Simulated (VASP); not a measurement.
Runs of VASP 6.6.1 on BH3. The cell holds a molecule in a box, 4 atoms: a = 11.000 Å, b = 11.000 Å, c = 11.000 Å, α = 90.00°, β = 90.00°, γ = 90.00°. 

| task | level | potentials or basis | cell | cutoff (eV) | grid for exact exchange (PRECFOCK) | exchange at q = 0 | gap on the mesh (eV) | largest force (eV/Å) |
| --- | --- | --- | --- | --- | --- | --- | --- | --- |
| relaxation of the atoms | r2SCAN+D4 | VASP PAW PBE potentials, release 64 (B, H) | atoms relaxed | 520 | - | - | (b) | - |
| single point | LDA | VASP PAW LDA potentials, release 64 (B, H) | as given | 520 | - | - | 5.10 | 0.18 |
| single point | r2SCAN | VASP PAW PBE potentials, release 64 (B, H) | as given | 520 | - | - | (a) | 0.07 |
| single point | PBE0 | VASP PAW PBE potentials, release 64 (B_s, H_s) | as given | 400 | Fast | default | 7.98 | 0.03 |

Alike in all rows: no spin polarisation; k mesh 1 × 1 × 1; smearing gaussian 0.01 eV.

Task: Fill in the values left out.

Result: (a) 6.27; (b) 6.28.

Caveats: the PAW data sets were made with another functional, which shifts forces and pressure a little (some runs).

Runs at the PBE level aren't shown here.
